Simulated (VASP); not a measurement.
Runs of VASP 6.6.1 on TaTl. Symmetry: Pm-3m, No. 221, cubic system. Conventional cell: a = 3.622 Å, b = 3.622 Å, c = 3.622 Å, α = 90.00°, β = 90.00°, γ = 90.00°. Ta (site symmetry m-3m) is surrounded by 8 Tl at 3.14 Å. Tl (site symmetry m-3m) has 8 Ta at 3.14 Å as nearest neighbours. The cell was built by a generator and needn't be a form met in nature.

| task | level | spin | cell | k mesh | cutoff (eV) | smearing | other keys | gap on the mesh (eV) | pressure (GPa) |
| --- | --- | --- | --- | --- | --- | --- | --- | --- | --- |
| relaxation of cell and atoms | PBE | off | relaxed | 7 × 7 × 7 | 600 | methfessel-paxton 0.1 eV | - | none | 0.0 |
| relaxation of the atoms | PBEsol | off | atoms relaxed | 7 × 7 × 7 | 520 | methfessel-paxton 0.1 eV | - | none | -17.9 |
| optical spectrum | SCAN | off | as given | 7 × 7 × 7 | 520 | gaussian 0.05 eV | - | none | -18.3 |
| atomic charges | optPBE-vdW | off | as given | 7 × 7 × 7 | 520 | tetrahedron | ADDGRID = yes; ISMEAR = -5; SIGMA = 0.2 | none | (a) |

Alike in all rows: potentials or basis VASP PAW PBE potentials, release 64 (Ta_pv, Tl_d).

Q: Estimate the missing entries.

A: (a) -12.0.

Caveats: the PAW data sets were made with another functional, which shifts forces and pressure a little (some runs); the relaxation stopped at its first step, so nothing moved (some runs); spectra need much finer meshes, so this one isn't converged (some runs); independent-particle spectra lack excitons (some runs); the intraband (Drude) part of a metal's response may be missing (some runs); so large a pressure means that the cell lies far from this level's equilibrium, or that cutoff or potentials fall short (some runs); the potentials were made for another functional, which shifts forces and pressure (some runs).

A k mesh can miss the band edges, and the runs leave out spin-orbit coupling on Ta, Tl.

A gap of «none» marks a metal or a gap under the smearing width.
